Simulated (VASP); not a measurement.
The system is Si.

```
Si
1.0
     0.00000    2.71356    2.71356
     2.71356    0.00000    2.71356
     2.71356    2.71356    0.00000
Si
2
Direct
  0.75000 0.75000 0.75000
  0.50000 0.50000 0.50000
```

```yaml
Program: VASP 6.6.1
Task: relaxation of cell and atoms
Functional: PBE
Potentials_or_basis: VASP PAW PBE potentials, release 64 (Si)
Cutoff: 600 eV
k_mesh: 10 × 10 × 10
Occupations: gaussian, width 0.03 eV
Spin: no spin polarisation
```

At the start: pressure 2.1 GPa; volume 19.98 Å³/atom.

Task: How do energy, volume and symmetry change on relaxing?

Result: Over 3 steps the energy falls by 3.0 meV/atom and the volume is 20.44 Å³/atom (+2.3 %); space group Fd-3m (No. 227, to 0.05 Å).

The path:
| step | energy change (eV) | largest force (eV/Å) | pressure (GPa) | volume (Å³) |
| --- | --- | --- | --- | --- |
| 1 | 0.0000 | 0.0000 | 2.15 | 39.96 |
| 2 | -0.0033 | 0.0000 | -1.34 | 41.53 |
| 3 | -0.0060 | 0.0000 | 0.01 | 40.89 |

Final structure:
```xyz
2
Lattice="0.0000 2.7343 2.7343 2.7343 0.0000 2.7343 2.7343 2.7343 0.0000" Properties=species:S:1:pos:R:3 pbc="T T T"
Si    4.1014    4.1014    4.1014
Si    2.7343    2.7343    2.7343
```
